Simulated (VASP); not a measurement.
Given:

```
InP
1.0
    0.00000     2.93500     2.93500
    2.93500     0.00000     2.93500
    2.93500     2.93500     0.00000
In P
1 1
Direct
  0.00000   0.00000   0.00000
  0.25000   0.25000   0.25000
```

The numbers are results of PBE GGA, VASP's PBE PAW potentials (set 64) (plane waves; VASP), not measurements. Run with 300 eV cut-off, 7×7×7 Γ-centred mesh, Fermi-Dirac smearing of 0.020 eV, potentials In_d P.

At this cut-off the stress carries a Pulay error, which pulls relaxed volumes low.

Task: Give the stress tensor in GPa (positive for a compressed cell).

Result: 
```
2.61  0.00  0.00
0.00  2.61  0.00
0.00  0.00  2.61
```
The pressure is its mean diagonal, 2.61 GPa.

The structure is a typed InP crystal (F-43m). The cell was not relaxed at this level.
